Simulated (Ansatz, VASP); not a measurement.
**CaB6 in two plane-wave programs**

One calculation is typed for both programs; each brings its own data sets. How far apart do they land? The cell is taken from a series of runs on this material, whose earlier steps may have relaxed, scaled, displaced or heated it; both programs get it as it stands.

Calculated with Ansatz 0.2.0; plane waves, with VASP 6.6.1 beside it; relaxation of cell and atoms at PBE.

## 1. Set-up

The structure is cubic, space group Pm-3m (No. 221). Conventional cell: a = 4.148 Å, b = 4.148 Å, c = 4.148 Å, α = 90.00°, β = 90.00°, γ = 90.00°. Ca has 24 B at 3.05 Å nearest. Nearest to B lie 6 B at 1.67 to 2.47 Å and 4 Ca at 3.05 Å. Farther neighbours are not listed.

## 2. VASP: relaxation of cell and atoms, PBE

The relaxed volume is the usual yardstick between codes: in a stiff, nearly cubic crystal its relative difference is about their pressure difference at one cell divided by the bulk modulus.

Lines of VASP's logs that name or quote its potential files are left out, and so is its time.

Contents of INCAR:

```
SYSTEM = CaB6
PREC = Accurate
ENCUT = 500
EDIFF = 1E-07
NELM = 120
ISMEAR = 0
SIGMA = 0.01
LREAL = .FALSE.
ALGO = Normal
GGA = PE
NBANDS = 21
LORBIT = 11
LWAVE = .FALSE.
LCHARG = .FALSE.
ISIF = 3
IBRION = 2
NSW = 80
EDIFFG = -0.005
LASPH = .TRUE.
GGA_COMPAT = .FALSE.
NELMIN = 4
KPAR = 2
```

Contents of POSCAR:

```
CaB6
1.0
    4.1476470000      0.0000000000      0.0000000000
    0.0000000000      4.1476470000      0.0000000000
    0.0000000000      0.0000000000      4.1476470000
Ca B
1 6
Direct
    0.4999998794      0.4999998794      0.4999998794
    0.0000000000      0.0000000000      0.2983019047
    0.0000000000      0.0000000000      0.7016978542
    0.2983019047      0.0000000000      0.0000000000
    0.7016978542      0.0000000000      0.0000000000
    0.0000000000      0.2983019047      0.0000000000
    0.0000000000      0.7016978542      0.0000000000
```

Contents of KPOINTS:

```
Automatic mesh
0
Gamma
10 10 10
0 0 0
```

Potentials, in the order of the species: Ca_sv and B (PBE family, release 64).

Started as:

```sh
$ mpirun -np 2 vasp_std
```

Numbers of over 12 decimals in the logs are rounded to 6 here.

The log of the run:

```text
[banner, memory and clock lines left out]
running    2 mpi-ranks, on    1 nodes
 distrk:  each k-point on    1 cores,    2 groups
 distr:  one band on    1 cores,    1 groups

 POSCAR found type information on POSCAR CaB
 POSCAR found :  2 types and       7 ions
 LDA part: xc-table for (Slater+PW92), standard interpolation
 POSCAR, INCAR and KPOINTS ok, starting setup
 FFT: planning ... GRIDC
 FFT: planning ... GRID_SOFT
 FFT: planning ... GRID
 WAVECAR not read
 entering main loop
       N       E                     dE             d eps       ncg     rms          rms(c)
DAV:   1     0.148281521284E+03    0.14828E+03   -0.13164E+04  2352   0.121E+03
DAV:   2    -0.418231712313E+02   -0.19010E+03   -0.18386E+03  2988   0.297E+02
DAV:   3    -0.500445458024E+02   -0.82214E+01   -0.81910E+01  4121   0.559E+01
DAV:   4    -0.501844761884E+02   -0.13993E+00   -0.13966E+00  3259   0.597E+00
DAV:   5    -0.501908691960E+02   -0.63930E-02   -0.63921E-02  3621   0.954E-01    0.101E+01
DAV:   6    -0.458086405637E+02    0.43822E+01   -0.60027E+00  3174   0.125E+01    0.522E+00
DAV:   7    -0.450233638150E+02    0.78528E+00   -0.45759E+00  3298   0.953E+00    0.149E+00
DAV:   8    -0.450562667716E+02   -0.32903E-01   -0.93239E-01  3168   0.538E+00    0.849E-01
DAV:   9    -0.450152613652E+02    0.41005E-01   -0.11463E-01  3194   0.178E+00    0.203E-01
DAV:  10    -0.450144427775E+02    0.81859E-03   -0.25338E-02  3506   0.774E-01    0.127E-01
DAV:  11    -0.450146424727E+02   -0.19970E-03   -0.25655E-03  2859   0.302E-01    0.463E-02
DAV:  12    -0.450146910444E+02   -0.48572E-04   -0.14512E-04  3329   0.702E-02    0.284E-02
DAV:  13    -0.450146620168E+02    0.29028E-04   -0.17809E-04  3212   0.714E-02    0.447E-03
DAV:  14    -0.450146623388E+02   -0.32199E-06   -0.92606E-06  3015   0.197E-02    0.168E-03
DAV:  15    -0.450146623475E+02   -0.87932E-08   -0.46487E-07  3066   0.366E-03
   1 F= -.45014662E+02 E0= -.45014662E+02  d E =-.450147E+02
[...]
2 F= -.45014634E+02 E0= -.45014634E+02  d E =0.279939E-04
[...]
3 F= -.45014714E+02 E0= -.45014714E+02  d E =-.514519E-04
[...]
4 F= -.45014718E+02 E0= -.45014717E+02  d E =-.374338E-05
 trial-energy change:   -0.000004  1 .order   -0.000005   -0.000037    0.000027
 step:   0.4881(harm=  0.5148)  dis= 0.00007  next Energy=   -45.014724 (dE=-0.987E-05)
 bond charge predicted
       N       E                     dE             d eps       ncg     rms          rms(c)
DAV:   1    -0.450147330250E+02   -0.15524E-04   -0.37612E-04  2823   0.160E-01    0.190E-02
DAV:   2    -0.450147252348E+02    0.77903E-05   -0.23485E-05  2910   0.359E-02    0.107E-02
DAV:   3    -0.450147225637E+02    0.26711E-05   -0.15133E-05  3945   0.249E-02    0.323E-03
DAV:   4    -0.450147228351E+02   -0.27143E-06   -0.10526E-06  3113   0.774E-03    0.122E-03
DAV:   5    -0.450147235017E+02   -0.66653E-06   -0.10917E-07  2663   0.211E-03    0.127E-04
DAV:   6    -0.450147234788E+02    0.22822E-07   -0.14193E-08  1315   0.872E-04
   5 F= -.45014723E+02 E0= -.45014723E+02  d E =-.967935E-05
 curvature:  -0.30 expect dE=-0.314E-07 dE for cont linesearch -0.289E-07
 trial: gam=-0.03741 g(F)=  0.491E-09 g(S)=  0.105E-06 ort = 0.216E-05 (trialstep = 0.809E+00)
 search vector abs. value=  0.113E-07
 reached required accuracy - stopping structural energy minimisation
```

Parts of OUTCAR (step 2):

```text
ion  position               nearest neighbor table
   1  0.500  0.500  0.500-
   2  0.000  0.000  0.298-   3 1.67   4 1.75   6 1.75   5 1.75   7 1.75
   3  0.000  0.000  0.702-   2 1.67   4 1.75   6 1.75   5 1.75   7 1.75
   4  0.298  0.000  0.000-   5 1.67   2 1.75   6 1.75   3 1.75   7 1.75
   5  0.702  0.000  0.000-   4 1.67   2 1.75   6 1.75   3 1.75   7 1.75
   6  0.000  0.298  0.000-   7 1.67   4 1.75   2 1.75   5 1.75   3 1.75
   7  0.000  0.702  0.000-   6 1.67   4 1.75   2 1.75   5 1.75   3 1.75

  LATTYP: Found a simple cubic cell.
 ALAT       =     4.1476470000

 Subroutine GETGRP returns: Found 48 space group operations
 (whereof 48 operations were pure point group operations)

The static configuration has the point symmetry O_h .

 Found     56 irreducible k-points:

   k-points           NKPTS =     56   k-points in BZ     NKDIM =     56   number of bands    NBANDS=     21

   dimension x,y,z NGX =    30 NGY =   30 NGZ =   30
   dimension x,y,z NGXF=    60 NGYF=   60 NGZF=   60

   ENCUT  =  500.0 eV  36.75 Ry    6.06 a.u.   7.56  7.56  7.56*2*pi/ulx,y,z

   NELECT =      28.0000    total number of electrons

 k-points in reciprocal lattice and weights: Automatic mesh
   0.00000000  0.00000000  0.00000000       0.001
   0.10000000  0.00000000  0.00000000       0.006
   0.20000000  0.00000000  0.00000000       0.006
   0.30000000  0.00000000  0.00000000       0.006
   0.40000000  0.00000000  0.00000000       0.006
   0.50000000  0.00000000  0.00000000       0.003
   0.10000000  0.10000000  0.00000000       0.012
   0.20000000  0.10000000  0.00000000       0.024
   0.30000000  0.10000000  0.00000000       0.024
[...]
0.50000000  0.50000000  0.40000000       0.006
   0.50000000  0.50000000  0.50000000       0.001

 average (electrostatic) potential at core
       1 -45.4546       2 -26.6958       3 -26.6957       4 -26.6958       5 -26.6957
       6 -26.6958       7 -26.6957

 E-fermi :   4.6900

 k-point     1 :       0.0000    0.0000    0.0000
  band No.  band energies     occupation
    ...
     10      -0.6522      2.00000
     11      -0.6522      2.00000
     12       4.3217      2.00000
     13       4.3217      2.00000
     14       4.3217      2.00000
     15       7.4723      0.00000
     16       7.4723      0.00000
     17       7.4723      0.00000
     18       7.9998      0.00000
     19       7.9998      0.00000
    ...

 k-point     2 :       0.1000    0.0000    0.0000
  band No.  band energies     occupation
    ...
     10      -0.6197      2.00000
     11      -0.1438      2.00000
     12       4.0290      2.00000
     13       4.0290      2.00000
     14       4.3540      2.00000
     15       6.7327      0.00000
     16       7.7894      0.00000
     17       7.7894      0.00000
     18       8.0706      0.00000
     19       8.7643      0.00000
    ...

 k-point     3 :       0.2000    0.0000    0.0000
  band No.  band energies     occupation
    ...
     10      -0.5307      2.00000
     11       0.8256      2.00000
     12       3.4282      2.00000
     13       3.4282      2.00000
     14       4.4425      2.00000
     15       5.8816      0.00000
     16       8.1882      0.00000
     17       8.1882      0.00000
     18       8.2594      0.00000
     19       9.0429      0.00000
    ...

  Total        0.0022531      0.0022531      0.0022531      0.0000000     -0.0000000      0.0000000
  in kB        0.0505409      0.0505409      0.0505409      0.0000000     -0.0000000      0.0000000
  external PRESSURE =       0.0505409 kB  Pullay stress =       0.0000000 kB

  energy-cutoff  :      500.00
  volume of cell :       71.43
      direct lattice vectors                 reciprocal lattice vectors
     4.149084134  0.000000000  0.000000000     0.241017046 -0.000000000 -0.000000000
     0.000000000  4.149084134  0.000000000    -0.000000000  0.241017046 -0.000000000
     0.000000000  0.000000000  4.149084134    -0.000000000 -0.000000000  0.241017046

 POSITION                                       TOTAL-FORCE (eV/Angst)
 -----------------------------------------------------------------------------------
      2.07454      2.07454      2.07454         0.000000      0.000000      0.000000
      0.00000      0.00000      1.23725         0.000000      0.000000     -0.000041
      0.00000      0.00000      2.91183         0.000000      0.000000      0.000041
      1.23725      0.00000      0.00000        -0.000041     -0.000000      0.000000
      2.91183      0.00000      0.00000         0.000041     -0.000000      0.000000
      0.00000      1.23725      0.00000        -0.000000     -0.000041      0.000000
      0.00000      2.91183      0.00000        -0.000000      0.000041      0.000000
 -----------------------------------------------------------------------------------
    total drift:                                0.000397      0.000397      0.000397

  FREE ENERGIE OF THE ION-ELECTRON SYSTEM (eV)
  ---------------------------------------------------
  free  energy   TOTEN  =       -45.0147234788 eV

  energy  without entropy=      -45.0147230424  energy(sigma->0) =      -45.01472326

 reached required accuracy - stopping structural energy minimisation

 total charge
# of ion       s       p       d       tot
------------------------------------------
    1        2.012   5.841   0.209   8.062
    2        0.699   1.365   0.000   2.064
    3        0.699   1.365   0.000   2.064
    4        0.699   1.365   0.000   2.064
    5        0.699   1.365   0.000   2.064
    6        0.699   1.365   0.000   2.064
    7        0.699   1.365   0.000   2.064
--------------------------------------------------
tot          6.207  14.029   0.209  20.446

[... 3 further parts left out ...]
```

CONTCAR:

```
CaB6
   1.00000000000000
     4.1490841340134592    0.0000000000000000    0.0000000000000000
     0.0000000000000000    4.1490841340134592    0.0000000000000000
     0.0000000000000000    0.0000000000000000    4.1490841340134592
  Ca              B
     1     6
Direct
     0.4999998794000007    0.4999998794000007    0.4999998794000007
     0.0000000000000000    0.0000000000000000    0.2981980033924373
     0.0000000000000000    0.0000000000000000    0.7018017555075585
     0.2981980033924373    0.0000000000000000    0.0000000000000000
     0.7018017555075585    0.0000000000000000    0.0000000000000000
     0.0000000000000000    0.2981980033924373    0.0000000000000000
     0.0000000000000000    0.7018017555075585    0.0000000000000000
```

## 3. Ansatz: relaxation of cell and atoms, PBE

Ansatz runs on its PAW soft_1 files.

The same cell, functional, mesh and smearing now go to Ansatz, which takes its cutoff from its data sets.

Contents of input.yaml:

```yaml
crystal:
  lattice:
    - [4.1476465735, 0.0, 0.0]
    - [0.0, 4.1476465735, 0.0]
    - [0.0, 0.0, 4.1476465735]
  atoms:
    - { symbol: Ca, position: [0.5, 0.5, 0.5] }
    - { symbol: B, position: [0.0, 0.0, 0.2983019622] }
    - { symbol: B, position: [0.0, 0.0, 0.7016980378] }
    - { symbol: B, position: [0.2983019622, 0.0, 0.0] }
    - { symbol: B, position: [0.7016980378, 0.0, 0.0] }
    - { symbol: B, position: [0.0, 0.2983019622, 0.0] }
    - { symbol: B, position: [0.0, 0.7016980378, 0.0] }
kpoints:
  mp_grid: { grid: [10, 10, 10] }
hamiltonian:
  xc: pbe
  pseudopotentials: { kind: paw, azcp: { folder: soft_1 } }
scf:
  occupations: { method: gaussian, width: 0.01 }
output:
  forces: true
  stress: true
  eigenvalues: true
  write_density: true
  write_potential: true
  elf: true
  volumetric_format: npy
relax:
  adjacent_minimum: "off"
  f_tol: 0.005
  max_steps: 80
  cell: { stress_tol: 0.05 }
```

Started as:

```sh
$ ansatz run input.yaml --threads 4 --pin off --max-ram 8192MiB --backend cpu --events-out ev --progress --plain --runs-dir out
```

The log of the run:

```text
Engine: ansatz 0.2.0, x86_64-unknown-linux-gnu
Pseudopotentials: kind: paw
Pseudopotential: Ca, paw, valence charge 10, recommended cutoff 420 eV (normal), soft_1/Ca.paw.azcp
Pseudopotential: B, paw, valence charge 3, recommended cutoff 420 eV (normal), soft_1/B.paw.azcp
Functional definition: PBE
  parameter kappa = 0.804
  parameter beta = 0.066725
  exchange = pbe_x(kappa = kappa, mu = beta*pi^2/3)
  correlation = pbe_c(beta = beta)
Crystal: 7 atoms, lattice volume = 71.352 Å³
Basis set: ecut = 420 eV, 1365 PW (Γ), exchange–correlation on 60×60×60 points (8 copies of the dense FFT grid, shifted against one another)
Bands: 21, of which v1, the nominal top of the filled ones, is band 14 counted from 1 (13 counted from 0)
Symmetry: 48 space group operations
Space group: Pm-3m (ITA 221), of the structure as read, at distance tolerance 4.1e-5 Å
k-points: 56 of 1000
Non-local potential: Ca, projectors of the file, l = 0: 3, l = 1: 2, l = 2: 2
Non-local potential: B, projectors of the file, l = 0: 2, l = 1: 2, l = 2: 1
PAW form: soft (Blöchl's): semilocal exchange-correlation on the pseudo side does not see the compensation charge
PAW one-centre angular grid: Ca, 110 points (default); XC on 64 Gauss nodes
PAW one-centre angular grid: B, 110 points (default); XC on 64 Gauss nodes
Initial density: superposition of atomic densities (chi_scale 0.1, normalization cell, long waves kept (reshape's long-wave potential 0.00 eV rms))
Initial wavefunctions: pseudopotential atomic-orbital guess
Functional: x = pbe(κ = 0.804, μ = 0.219515), c = pbe(β = 0.066725)
SCF iter   1: F=—  HF=-2758.208025 eV  |F-HF|=—  |Δ(HF+E_count)|=         —  Δρ=7.86e-2  dr2=8.34e0  ethr=3.10e-3  ⟨swp⟩=8.0  Hψ=7295  notcnv=0
preconditioner: auto → Resta (q_TF=auto, 2.334 Å⁻¹)  ε∞=3.4  [insulator: Δε(μ)=1.299 eV  Ē_g=14.526 eV  σ=0.010 eV  W_gap=1.00  n_scr=18 (ndim 8)  ℏωp=22.4 eV  f_vac=0.000  D(μ)=0.00/eV (n_scr^D=0)  ε∞_Penn≈3.4]
SCF iter   2: F=—  HF=-2755.756416 eV  |F-HF|=—  |Δ(HF+E_count)|=    2.45e0  Δρ=3.65e-2  dr2=1.67e0  ethr=3.10e-3  ⟨swp⟩=3.0  Hψ=2624  notcnv=0  defer=92
SCF iter   3: F=—  HF=-2755.216659 eV  |F-HF|=—  |Δ(HF+E_count)|=   5.40e-1  Δρ=5.03e-3  dr2=1.64e-2  ethr=3.10e-3  ⟨swp⟩=3.0  Hψ=2159  notcnv=0  defer=92
SCF iter   4: F=—  HF=-2755.222944 eV  |F-HF|=—  |Δ(HF+E_count)|=   6.29e-3  Δρ=1.29e-3  dr2=2.26e-3  ethr=5.85e-5  ⟨swp⟩=3.4  Hψ=2585  notcnv=0  defer=97
SCF iter   5: F=—  HF=-2755.223430 eV  |F-HF|=—  |Δ(HF+E_count)|=   4.87e-4  Δρ=3.53e-4  dr2=7.41e-5  ethr=8.06e-6  ⟨swp⟩=3.3  Hψ=2183  notcnv=0  defer=97
SCF iter   6: F=—  HF=-2755.223470 eV  |F-HF|=—  |Δ(HF+E_count)|=   3.95e-5  Δρ=6.61e-5  dr2=2.77e-6  ethr=2.65e-7  ⟨swp⟩=2.0  Hψ=2111  notcnv=0  defer=97
SCF iter   7: F=-2755.223474 eV  HF=-2755.223474 eV  |F-HF|=1.10e-7  |Δ(HF+E_count)|=   4.39e-6  Δρ=9.98e-6  dr2=5.91e-8  ethr=3.57e-10  ⟨swp⟩=13.4  Hψ=9425  notcnv=0
[...]
Initial wavefunctions: pseudopotential atomic-orbital guess (no wavefunctions were taken with the density)
iter 1 solved again at ethr=2.66e-8 eV; its pass at ethr=3.10e-3 eV (dr2=7.44e-6 eV) is discarded
SCF iter   1: F=—  HF=-2755.223602 eV  |F-HF|=—  |Δ(HF+E_count)|=         —  Δρ=4.91e-6  dr2=1.17e-8  ethr=2.66e-8  ⟨swp⟩=3.7  Hψ=11383  notcnv=0
preconditioner: auto → Resta (q_TF=auto, 2.334 Å⁻¹)  ε∞=3.8  [insulator: Δε(μ)=0.043 eV  Ē_g=13.515 eV  σ=0.010 eV  W_gap=1.00  n_scr=18 (ndim 8)  ℏωp=22.4 eV  f_vac=0.000  D(μ)=0.01/eV (n_scr^D=0)  ε∞_Penn≈3.8]
SCF iter   2: F=—  HF=-2755.223545 eV  |F-HF|=—  |Δ(HF+E_count)|=   5.70e-5  Δρ=2.51e-6  dr2=2.73e-9  ethr=4.19e-11  ⟨swp⟩=2.1  Hψ=1944  notcnv=0
SCF iter   3: F=-2755.223545 eV  HF=-2755.223545 eV  |F-HF|=2.32e-11  |Δ(HF+E_count)|=  5.21e-10  Δρ=2.53e-7  dr2=2.73e-11  ethr=1.00e-12  ⟨swp⟩=5.3  Hψ=6315  notcnv=0
SCF 4 converged in 3 iterations: F = -2755.223545 eV  dr2 = 2.73e-11
relax step   4: F+E_penalty+E_count = -2755.22354474 eV  Δ(F+E_penalty+E_count) = -7.089e-6 eV  max|allowed force component| = 3.588e-4 eV/Å  Δτ_max = 0.0000 Å  P = -0.003 GPa  Ω = 71.364 Å³  stress off target by 2.59e-3 GPa  SCF on the basis re-selected at this cell (its energy is not comparable with the rows above)  (3 SCF iters)
basis re-selected at this cell: Δ(F+E_penalty+E_count) = -7.089e-6 eV, ΔP = +0.000 GPa vs the last step (what re-selecting the basis moved, of the pressure what is left beyond the Pulay correction that the steps carried, after the strain that the cell walked since its last selection, with what the two solves' SCF thresholds leave and, on support functions, any second-order correction that the steps lacked; it is no m [...]
SCF converged after 3 iterations
Free energy (F): -2755.223545 eV
Harris-Foulkes:  -2755.223545 eV  (|F-HF|=2.32e-11)
Internal energy: -2755.223544 eV  (E = F + TS)
E sigma→0 (E₀):  -2755.223545 eV
Entropy (-TS):   -0.000000 eV (-0.000 meV/atom)
Fermi energy:    8.372878 eV
--- Per-component energies (eV) ---
  E_band       = -92.557666
  E_kinetic    = 555.807352
  E_local      = -848.072740  (includes V_loc(G=0)·N_el)
  E_nonlocal   = 137.447492
  E_hartree    = 271.476569
  E_xc         = -326.823258
  E_vxc        = -392.893407  (∫ρ·V_xc dr)
  E_paw        = -1334.391590  (= ΣΔE_a)
  E_vpaw       = -87.799507  (= ΣTr[D̂ρ^β])
  E_aug_tail   = 0.000031  (compensation charges beyond the density's cutoff)
  E_ewald      = -1210.667400
  E_smearing   = -0.000000  (= −TS)
  E_closure    = -0.000000  (closes the sum)
  Σ components = -2755.223545   (vs F -2755.223545, Δ=0.00e0)
--- Forces (eV/Å), atoms counted from 1 ---
  atom   1  Ca     0.00000000     0.00000000     0.00000000
  atom   2  B     -0.00000000    -0.00000000    -0.00035881
  atom   3  B      0.00000000     0.00000000     0.00035881
  atom   4  B     -0.00035881    -0.00000000     0.00000000
  atom   5  B      0.00035881     0.00000000    -0.00000000
  atom   6  B      0.00000000    -0.00035881    -0.00000000
  atom   7  B     -0.00000000     0.00035881     0.00000000
  max |Σ_I F_I| component: 5.08e-18 eV/Å
--- Stress (GPa, compression-positive) ---
       -0.002587       0.000000       0.000000
        0.000000      -0.002587      -0.000000
        0.000000      -0.000000      -0.002587
  P = ⅓ Tr σ = -0.0026 GPa (-0.026 kbar)
--- Band table (eV; the first three rows and the last of 56) ---
  k-point 0: bands = [... 10 lower, 3.0349, 8.0060, 8.0060, 8.0060, 11.1585, 11.1585, 11.1585, 11.6815, ... 3 higher]
  k-point 1: bands = [... 10 lower, 3.5418, 7.7133, 7.7133, 8.0382, 10.4178, 11.4756, 11.4756, 11.7522, ... 3 higher]
  k-point 2: bands = [... 10 lower, 4.5100, 7.1122, 7.1122, 8.1264, 9.5671, 11.8734, 11.8734, 11.9407, ... 3 higher]
  k-point 55: bands = [... 10 lower, 3.9818, 7.2468, 7.2468, 7.2468, 12.5782, 13.0372, 13.0372, 13.1275, ... 3 higher]
--- Relaxed structure (3 steps of the walk, 3 accepted, 1 SCFs on fresh bases) ---
  F+E_penalty+E_count = -2755.22354474 eV   max|allowed force component| = 3.588e-4 eV/Å   (the final SCF, on the basis selected at the relaxed cell)
  cell:  # Å, volume = 71.3641 Å³
    - [4.147884, 0, 0]
    - [0, 4.147884, 0.0]
    - [0, 0.0, 4.147884]
  atoms:
    - { symbol: Ca, position: [0.5, 0.5, 0.5] }
    - { symbol: B, position: [0, 0, 0.298151] }
    - { symbol: B, position: [0, 0, 0.701849] }
    - { symbol: B, position: [0.298151, 0, 0] }
    - { symbol: B, position: [0.701849, 0, 0] }
    - { symbol: B, position: [0, 0.298151, 0] }
    - { symbol: B, position: [0, 0.701849, 0] }
```

## 4. Differences

Known differences besides the potentials themselves: the cutoff is 420 eV in Ansatz and 500 eV in VASP; Ansatz adds a Pulay correction to the stress that steers its cell, VASP none. Total energies have different zeros and are not compared.

The two programs side by side:

```tsv
quantity	Ansatz	VASP	difference
volume (Å³)	71.36	71.43	-0.09 %
edge a after relaxation, in the typed setting (Å)	4.148	4.149	-0.03 %
```

## 5. Summary of results

- difference in volume (relaxation of cell and atoms, PBE): -0.087 %

What this shows: The difference in volume is -0.087 % (relaxation of cell and atoms, PBE), within the 1.2 % picked in this series as the mark of a large difference, as far as the stopping tolerances let one tell. How closely two codes agree says nothing of how well the functional describes the real material.

[Lines on the potential files, build, host, timing and source positions are cut from VASP's logs without a mark.]

[Logs are printed without paths, hosts, clocks, repeated set-up lines and the standing remarks that a program may print on its own settings, such as how far it seeks lower states.]

[Hosts, paths, dates, database ids (printed as entryN), source tags and the programs' standing remarks are cut or masked in the printed files.]
